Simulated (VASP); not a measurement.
Consider the following.

```yaml
crystal:
  lattice:
    - [0.00000, 2.53423, 2.53423]
    - [2.53423, 0.00000, 2.53423]
    - [2.53423, 2.53423, 0.00000]
  atoms:
    - { symbol: Zr, position: [0.00000, 0.00000, 0.00000] }
    - { symbol: O, position: [0.25000, 0.25000, 0.25000] }
    - { symbol: O, position: [0.75000, 0.75000, 0.75000] }
```

Computed with PBEsol GGA, VASP's PBE PAW potentials (set 64) (plane waves; VASP 6.6.1). Run with 520 eV cut-off, Gaussian smearing of 0.050 eV, potentials Zr_sv O.

Problem. Predict the band gap (along the path) with the smallest direct gap where there is one.

Solution. 
| Item | Value |
|---|---|
| band gap (along the path) | 3.31 eV |
| smallest direct gap (along the path) | 3.75 eV |

Total energies compare only between runs with the same potentials, cut-off and functional.

The structure comes from a measured ZrO2 entry (Fm-3m) of the Crystallography Open Database, whose conditions weren't checked. It was relaxed first.
